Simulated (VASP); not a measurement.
Runs of VASP 6.6.1 on Cs2AgBiBr6. Symmetry: Fm-3m, No. 225, cubic system. Conventional cell: a = 11.513 Å, b = 11.513 Å, c = 11.513 Å, α = 90.00°, β = 90.00°, γ = 90.00°. Around Cs (site symmetry -43m) lie 12 Br at 4.07 Å. Around Ag (site symmetry m-3m) lie 6 Br at 2.88 Å. Around Bi (site symmetry m-3m) lie 6 Br at 2.88 Å. Br (site symmetry 4mm) has 1 Ag at 2.88 Å and 1 Bi at 2.88 Å as nearest neighbours. 

```tsv
task	cell	gap on the mesh (eV)	pressure (GPa)	largest force (eV/Å)
relaxation of cell and atoms	relaxed	1.32	0.0	-
relaxation of the atoms	atoms relaxed from: a relaxed cell with its volume scaled by 1.04	(b)	-0.7	0.01
relaxation of the atoms	atoms relaxed from: a relaxed cell with its volume scaled by 0.96	(a)	0.9	-
relaxation of the atoms	atoms relaxed	1.32	0.0	-
relaxation of the atoms	atoms relaxed from: a relaxed cell with its volume scaled by 1.06	1.42	-1.0	-
relaxation of the atoms	atoms relaxed from: a relaxed cell with its volume scaled by 0.98	1.28	0.4	0.01
relaxation of the atoms	atoms relaxed from: a relaxed cell with its volume scaled by 0.94	1.21	1.5	-
```

Alike in all rows: level PBE; potentials or basis VASP PAW PBE potentials, release 64 (Cs_sv, Ag, Bi, Br); no spin polarisation; k mesh 2 × 2 × 2; cutoff (eV) 300; smearing gaussian 0.03 eV; the mesh is coarse, so values aren't converged.

**Question.** Estimate the missing entries.

**Answer.** (a) 1.25; (b) 1.38.

Caveats: all runs use coarse meshes; the cutoff is under 1.25 times the usual one of these potentials, so pressure, stress and relaxed cells hold a basis-set (Pulay) error; spin-orbit coupling is left out, which as a rule narrows the gap of such compounds by several tenths of an eV; the relaxation stopped at its first step, so nothing moved (some runs).

A k mesh can miss the band edges, and the runs leave out spin-orbit coupling on Ag, Bi, Br, Cs.
